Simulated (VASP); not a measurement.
# LiMgBN2 (C2) in VASP: a series of runs

One crystal, LiMgBN2, is run at these levels: PBE; tasks: single point.

All numbers are computed with VASP 6.6.1; they aren't measurements. Logs are shortened: lines on timing, memory, paths and dates and some standing lists are left out, and cuts for length are marked.

**1. The cell of the first run**

It takes space group C2 (No. 5, monoclinic). The conventional cell has a = 5.401 Å, b = 5.401 Å, c = 5.200 Å, α = 90.00°, β = 121.29°, γ = 90.00°. Li (site symmetry 2) is surrounded by 2 N at 1.85 Å. Around Mg (site symmetry 2) lie 2 N at 1.85 Å. B (site symmetry 2) has 2 N at 1.41 Å as nearest neighbours. Around N (site symmetry 1) lie 1 B at 1.41 Å.

The cell comes from a database or a generator and needn't be the stable form of this composition.

**2. Single point, PBE (all N atoms moved +0.438 Å, as atom 4 along Cartesian [1 -1 0])**

Input file INCAR:

```
PREC = Accurate
ENCUT = 520
EDIFF = 1E-7
ISMEAR = 0
SIGMA = 0.05
LREAL = F
LASPH = T
NELM = 100
ALGO = Fast
ISIF = 2
LWAVE = F
LCHARG = F
GGA = PE
NBANDS = 17
```

Input file KPOINTS:

```
Automatic mesh
0
Gamma
  8 8 8
```

Input file POSCAR:

```
LiMgBN2
1.0
   -1.9096560000      1.9096560000      4.4435220000
    1.9096560000     -1.9096560000      4.4435220000
    1.9096560000      1.9096560000     -4.4435220000
Li Mg B N
1 1 1 2
Direct
    0.2500000000      0.7500000000      0.5000000000
    0.7500000000      0.2500000000      0.5000000000
    0.5000000000      0.5000000000      0.0000000000
    0.5702648236      0.7322621764      0.0000000000
    0.2677378236      0.4297351764      0.0000000000
```

Potentials or basis: VASP PAW PBE potentials, release 64 (Li_sv, Mg, B, N).

The run is started by

```bash
$ cat potpaw_PBE.64/Li_sv/POTCAR potpaw_PBE.64/Mg/POTCAR potpaw_PBE.64/B/POTCAR potpaw_PBE.64/N/POTCAR > POTCAR
$ mpirun -np 1 vasp_std > vasp.out
```

OUTCAR:

```text
PREC = Accurate
   ENCUT = 520
   EDIFF = 1E-7
   ISMEAR = 0
   LREAL = F
   LASPH = T
   NELM = 100
   ISIF = 2
   GGA = PE

 ion  position               nearest neighbor table
   1  0.250  0.750  0.500-   4 1.85   5 1.85   2 2.70   2 2.70   2 2.70   2 2.70
   2  0.750  0.250  0.500-   5 1.85   4 1.85   5 2.41   4 2.41   1 2.70   1 2.70   1 2.70   1 2.70

   3  0.500  0.500  0.000-   4 1.41   5 1.41
   4  0.570  0.732  0.000-   3 1.41   2 1.85   1 1.85   2 2.41
   5  0.268  0.430  0.000-   3 1.41   2 1.85   1 1.85   2 2.41

  LATTYP: Found a body centered tetragonal cell.
 ALAT       =     3.8193120000
 C/A-ratio  =     2.3268703892

  Lattice vectors:

 A1 = (  -1.9096560000,   1.9096560000,   4.4435220000)
 A2 = (   1.9096560000,  -1.9096560000,   4.4435220000)
 A3 = (   1.9096560000,   1.9096560000,  -4.4435220000)

Analysis of symmetry for initial positions (statically):
=====================================================================
 Subroutine PRICEL returns:
 Original cell was already a primitive cell.

 Routine SETGRP: Setting up the symmetry group for a
 body centered tetragonal supercell.

 Subroutine GETGRP returns: Found  2 space group operations
 (whereof  2 operations were pure point group operations)
 out of a pool of 16 trial point group operations.

The static configuration has the point symmetry C_2 .

Analysis of symmetry for dynamics (positions and initial velocities):
=====================================================================
 Subroutine PRICEL returns:
 Original cell was already a primitive cell.

 Routine SETGRP: Setting up the symmetry group for a
 body centered tetragonal supercell.

 Subroutine GETGRP returns: Found  2 space group operations
 (whereof  2 operations were pure point group operations)
 out of a pool of 16 trial point group operations.

The dynamic configuration has the point symmetry C_2 .

 Subroutine INISYM returns: Found  2 space group operations
 (whereof  2 operations are pure point group operations),
 and found     1 'primitive' translations

----------------------------------------------------------------------------------------

                                     Primitive cell

  volume of cell :      64.8183

  direct lattice vectors                    reciprocal lattice vectors
    -1.909656000  1.909656000  4.443522000     0.000000000  0.261827261  0.112523354
     1.909656000 -1.909656000  4.443522000     0.261827261  0.000000000  0.112523354
     1.909656000  1.909656000 -4.443522000     0.261827261  0.261827261  0.000000000

  length of vectors
     5.199851906  5.199851906  5.199851906     0.284982490  0.284982490  0.370279664

  position of ions in fractional coordinates (direct lattice)
     0.250000000  0.750000000  0.500000000
     0.750000000  0.250000000  0.500000000
     0.500000000  0.500000000  0.000000000
     0.570264824  0.732262176  0.000000000
     0.267737824  0.429735176  0.000000000

  ion indices of the primitive-cell ions
   primitive index   ion index
                 1           1
                 2           2
                 3           3
                 4           4
                 5           5

----------------------------------------------------------------------------------------

 KPOINTS: Automatic mesh

Automatic generation of k-mesh.
 Grid dimensions read from file:
 generate k-points for:    8    8    8

 Generating k-lattice:

  Cartesian coordinates                     Fractional coordinates (reciprocal lattice)
     0.000000000  0.032728408  0.014065419     0.125000000  0.000000000  0.000000000
     0.032728408  0.000000000  0.014065419     0.000000000  0.125000000  0.000000000
     0.032728408  0.032728408  0.000000000     0.000000000  0.000000000  0.125000000

  Length of vectors
     0.035622811  0.035622811  0.046284958

  Shift w.r.t. Gamma in fractional coordinates (k-lattice)
     0.000000000  0.000000000  0.000000000

 Subroutine IBZKPT returns following result:
 ===========================================

 Found    150 irreducible k-points:

 Following reciprocal coordinates:
            Coordinates               Weight
  0.000000  0.000000  0.000000      1.000000
  0.125000  0.000000  0.000000      4.000000
  0.000000  0.125000 -0.125000      4.000000
  0.250000  0.000000  0.000000      4.000000
  0.000000  0.250000 -0.250000      4.000000
  0.375000  0.000000  0.000000      4.000000
[... 16 lines left out ...]
  0.125000  0.500000  0.375000      4.000000
 -0.375000  0.000000  0.500000      4.000000
 [... further k-points ...]
   k-points           NKPTS =    150   k-points in BZ     NKDIM =    150   number of bands    NBANDS=     17
   number of dos      NEDOS =    301   number of ions     NIONS =      5
   total plane-waves  NPLWV =  64000
   dimension x,y,z NGX =    40 NGY =   40 NGZ =   40
   dimension x,y,z NGXF=    80 NGYF=   80 NGZF=   80
   ions per type =               1   1   1   2
   NGX,Y,Z   is equivalent  to a cutoff of  12.79, 12.79, 12.79 a.u.
   NGXF,Y,Z  is equivalent  to a cutoff of  25.58, 25.58, 25.58 a.u.
 SYSTEM =  unknown system
   PREC   = accura    normal or accurate (medium, high low for compatibility)
   ISTART =      0    job   : 0-new  1-cont  2-samecut
   ICHARG =      2    charge: 1-file 2-atom 10-const
   ISPIN  =      1    spin polarized calculation?
   LNONCOLLINEAR =      F non collinear calculations
   LSORBIT =      F    spin-orbit coupling
   LASPH  =      T    aspherical Exc in radial PAW
   ENCUT  =  520.0 eV  38.22 Ry    6.18 a.u.   9.67  9.67  9.67*2*pi/ulx,y,z
   NELM   =    100;   NELMIN=  2; NELMDL= -5     # of ELM steps
   EDIFF  = 0.1E-06   stopping-criterion for ELM
   LREAL  =      F    real-space projection
   EDIFFG = 0.1E-05   stopping-criterion for IOM
   NSW    =      0    number of steps for IOM
   IBRION =     -1    ionic relax: 0-MD 1-quasi-New 2-CG
   NFREE  =      0    steps in history (QN), initial steepest desc. (CG)
   ISIF   =      2    stress and relaxation
   ISYM   =      2    0-nonsym 1-usesym 2-fastsym
   POTIM  = 0.5000    time-step for ionic-motion
   TEBEG  =    0.0;   TEEND  =   0.0 temperature during run
   PSTRESS=    0.0 pullay stress
   NELECT =      18.0000    total number of electrons
   NUPDOWN=      -1.0000    fix difference up-down
   EMIN   =  10.00;   EMAX   =-10.00  energy-range for DOS
   EFERMI =   0.00;   METHOD = LEGACY
   ISMEAR =     0;   SIGMA  =   0.05  broadening in eV -4-tet -1-fermi 0-gaus
   EFERMI_NEDOS =   21; number of points for ismear=-14 and -15
   IALGO  =     68    algorithm
   IMIX   =      4    mixing-type and parameters
     AMIX     =   0.40;   BMIX     =  1.00
     AMIX_MAG =   1.60;   BMIX_MAG =  1.00
  volume/ion in A,a.u.               =      12.96        87.48
  Fermi-wavevector in a.u.,A,eV,Ry     =   1.068070  2.018360 15.521172  1.140774
  Thomas-Fermi vector in A             =   2.203707
   LORBIT       =      0    0 simple, 1 ext, 2 COOP (PROOUT), +10 PAW based schemes
   GGA     = PE    functional components
   LHFCALC =     F    Hartree Fock is set to
   AEXX    =    0.0000 exact exchange contribution
   IVDW    =     0    specifies the selected vdW correction
   LEPSILON=     F    determine dielectric tensor
   LRPA    =     F    only Hartree local field effects (RPA)
 non-spin polarized calculation
 RMM-DIIS sequential band-by-band and
 Gauss-broadening in eV      SIGMA  =   0.05
  energy-cutoff  :      520.00
  volume of cell :       64.82
 maximum number of plane-waves:      1764
   NGX = 19   NGY = 19   NGZ = 19

 number of electron      17.9999999 magnetization

 Free energy of the ion-electron system (eV)
  ---------------------------------------------------
  ext. energy  EPLUGINS =         0.00000000
  ---------------------------------------------------
  free energy    TOTEN  =       -29.69659269 eV

  energy without entropy =      -29.69659269  energy(sigma->0) =      -29.69659269

 E-fermi :   1.3132     XC(G=0):  -8.5978

 val. band max:        1.1066284632   @ k =   0.5000   0.5000   0.3750
 cond. band min:       2.7845836146   @ k =   0.0000   0.0000   0.0000
 fundamental gap:      1.6779551514
 Fermi energy:         1.3132140080

 k-point     1 :       0.0000    0.0000    0.0000
  band No.  band energies     occupation
      1     -42.5346      2.00000
      2     -13.3128      2.00000
      3     -12.0148      2.00000
      4      -3.9467      2.00000
      5      -2.2402      2.00000
      6      -1.0588      2.00000
[... 9 lines left out ...]
     16      12.8070      0.00000
     17      13.1807      0.00000

 k-point     2 :       0.1250    0.0000    0.0000
  band No.  band energies     occupation
      1     -42.5344      2.00000
      2     -13.2683      2.00000
      3     -12.0413      2.00000
      4      -3.9002      2.00000
      5      -2.3561      2.00000
      6      -1.2994      2.00000
[... 9 lines left out ...]
     16      12.5122      0.00000
     17      13.1233      0.00000

 k-point     3 :       0.0000    0.1250   -0.1250
  band No.  band energies     occupation
      1     -42.5344      2.00000
      2     -13.2754      2.00000
      3     -12.0316      2.00000
      4      -3.9311      2.00000
      5      -2.2842      2.00000
      6      -1.3746      2.00000
[... 9 lines left out ...]
     16      12.6997      0.00000
     17      13.0740      0.00000

 k-point     4 :       0.2500    0.0000    0.0000
  band No.  band energies     occupation
      1     -42.5342      2.00000
      2     -13.1508      2.00000
      3     -12.1137      2.00000
      4      -3.7900      2.00000
      5      -2.7332      2.00000
      6      -1.6089      2.00000
[... 9 lines left out ...]
     16      11.8706      0.00000
     17      13.1219      0.00000
[... 343 lines left out ...]
      1     -42.5336      2.00000
      2     -12.9342      2.00000
      3     -12.2331      2.00000
      4      -3.6251      2.00000
      5      -3.3024      2.00000
      6      -1.7964      2.00000
[... 9 lines left out ...]
     16      11.3731      0.00000
     17      12.8997      0.00000

 k-point    23 :       0.1250    0.5000    0.3750
  band No.  band energies     occupation
      1     -42.5336      2.00000
      2     -12.9985      2.00000
      3     -12.1562      2.00000
      4      -3.9416      2.00000
      5      -2.7870      2.00000
      6      -1.9811      2.00000
[... 9 lines left out ...]
     16      11.4080      0.00000
     17      13.2431      0.00000

 k-point    24 :      -0.3750    0.0000    0.5000
  band No.  band energies     occupation
      1     -42.5336      2.00000
      2     -13.0025      2.00000
      3     -12.1506      2.00000
      4      -3.9463      2.00000
      5      -2.7723      2.00000
      6      -2.0699      2.00000
[... 9 lines left out ...]
     16      11.4992      0.00000
     17      13.2771      0.00000

 [... further k-points ...]

------------------------ aborting loop because EDIFF is reached ----------------------------------------

  FORCE on cell =-STRESS in cart. coord.  units (eV):
  Direction    XX          YY          ZZ          XY          YZ          ZX
  --------------------------------------------------------------------------------------
  -------------------------------------------------------------------------------------
  Total        2.2051900      2.2051900     -2.8039037      2.9145610      1.5363770      1.5363779
  in kB       54.5078430     54.5078430    -69.3068338     72.0420600     37.9761363     37.9761585
  external PRESSURE =      13.2362841 kB  Pullay stress =       0.0000000 kB

 VOLUME and BASIS-vectors are now :
 -----------------------------------------------------------------------------
  energy-cutoff  :      520.00
  volume of cell :       64.82
      direct lattice vectors                 reciprocal lattice vectors
    -1.909656000  1.909656000  4.443522000     0.000000000  0.261827261  0.112523354
     1.909656000 -1.909656000  4.443522000     0.261827261  0.000000000  0.112523354
     1.909656000  1.909656000 -4.443522000     0.261827261  0.261827261  0.000000000

 POSITION                                       TOTAL-FORCE (eV/Angst)
 -----------------------------------------------------------------------------------
      1.90966      0.00000      2.22176         0.710851     -0.710851     -0.000000
      0.00000      1.90966      2.22176         2.249953     -2.249953     -0.000000
      0.00000      0.00000      4.44352         3.253786     -3.253786     -0.000000
      0.30936     -0.30936      5.78781        -4.065936      2.148654     -3.123333
      0.30936     -0.30936      3.09924        -2.148654      4.065936      3.123333
 -----------------------------------------------------------------------------------
    total drift:                                0.000240     -0.000240     -0.000000

  FREE ENERGIE OF THE ION-ELECTRON SYSTEM (eV)
  ---------------------------------------------------
  free  energy   TOTEN  =       -29.6965926864 eV

  energy  without entropy=      -29.6965926864  energy(sigma->0) =      -29.69659269
```

Wall time 3.8 min (1 thread of Intel Xeon 6975P-C (Granite Rapids), shared host); peak memory 0.37 GiB.

What came out:

* Free energy: -29.6966 eV
* Largest force: 5.559 eV/Å
* Band gap on the k mesh: 1.68 eV, indirect (least direct gap 2.00 eV)

Forces on the atoms (eV/Å):
```
Li   0.711 -0.711  0.000
Mg   2.250 -2.250  0.000
B    3.254 -3.254  0.000
N   -4.066  2.149 -3.123
N   -2.149  4.066  3.123
```

Caveat: the cutoff is under 1.25 times the usual one of these potentials, so pressure, stress and relaxed cells hold a basis-set (Pulay) error; forces of over 1 eV/Å show positions far from the minimum, so gaps and moduli don't describe the material at rest. A k mesh can miss the band edges.

**3. Single point, PBE (all N atoms moved +0.125 Å, as atom 4 along Cartesian [1 -1 0])**

Input file INCAR:

```
SYSTEM = LiMgBN2
PREC     = Accurate       ! precision mode
ENCUT    = 520            ! plane-wave cutoff, eV
EDIFF    = 1E-7           ! SCF threshold, eV
ISMEAR   = 0              ! smearing method
SIGMA    = 0.05           ! smearing width, eV
LREAL    = .FALSE.        ! projectors in reciprocal space
LASPH    = .TRUE.         ! aspherical terms in the spheres
NELM     = 100            ! most SCF steps
ALGO     = Fast           ! electronic algorithm
ISIF     = 2              ! what is computed and relaxed
LWAVE    = .FALSE.        ! write WAVECAR
LCHARG   = .FALSE.        ! write CHGCAR
GGA      = PE             ! functional
NBANDS   = 17             ! bands
```

Input file KPOINTS:

```
regular mesh
0
G
  8 8 8
  0 0 0
```

Changes to POSCAR since step 2:

```diff
@@ -11,3 +11,3 @@
     0.5000000000      0.5000000000      0.0000000000
-    0.5702648236      0.7322621764      0.0000000000
-    0.2677378236      0.4297351764      0.0000000000
+    0.6281210210      0.6744059790      0.0000000000
+    0.3255940210      0.3718789790      0.0000000000
```

Potentials or basis: VASP PAW PBE potentials, release 64 (Li_sv, Mg, B, N).

The run is started by

```bash
$ cat potpaw_PBE.64/Li_sv/POTCAR potpaw_PBE.64/Mg/POTCAR potpaw_PBE.64/B/POTCAR potpaw_PBE.64/N/POTCAR > POTCAR
$ mpirun -np 1 vasp_std > vasp.out
```

Run time: 4 min. Hardware: 1 thread of Intel Xeon 6975P-C (Granite Rapids), shared host; peak memory 0.38 GiB.

The run converged. Its results:

| Quantity | Value |
| --- | --- |
| Free energy | -31.4064 eV |
| Largest force | 1.227 eV/Å |
| Band gap on the k mesh | 2.53 eV, indirect (least direct gap 3.36 eV) |

Forces in eV/Å, atoms in the order of the input:
```
Li   0.203 -0.203  0.000
Mg   0.645 -0.645  0.000
B    0.791 -0.791  0.000
N   -1.039  0.600 -0.258
N   -0.600  1.039  0.258
```

Levels at points of the mesh, in eV from the valence-band top:
| k point | band 6 | band 7 | band 8 | band 9 | band 10 | band 11 | band 12 | band 13 |
| --- | --- | --- | --- | --- | --- | --- | --- | --- |
| (0.00, 0.00, 0.00) | -2.11 | -2.08 | -1.35 | -1.24 | 2.53 | 6.06 | 7.47 | 7.67 |
| (0.50, 0.00, 0.00) | -2.57 | -2.35 | -1.13 | -0.63 | 5.29 | 5.45 | 7.21 | 7.69 |
| (0.00, 0.50, 0.50) | -2.67 | -2.36 | -1.09 | -0.59 | 4.94 | 5.77 | 7.12 | 7.84 |
| (0.50, 0.50, 0.00) | -3.30 | -2.95 | -1.91 | -0.41 | 4.83 | 5.72 | 6.62 | 7.75 |
| (0.00, 0.00, 0.50) | -3.27 | -2.94 | -1.89 | -0.46 | 4.98 | 5.61 | 6.63 | 7.78 |
| (0.50, 0.50, 0.50) | -2.89 | -2.84 | -0.02 | 0.00 | 3.36 | 6.21 | 6.58 | 6.60 |

Caveat: the cutoff is under 1.25 times the usual one of these potentials, so pressure, stress and relaxed cells hold a basis-set (Pulay) error; forces of over 1 eV/Å show positions far from the minimum, so gaps and moduli don't describe the material at rest.

(Part 1 of 2 ends here.)
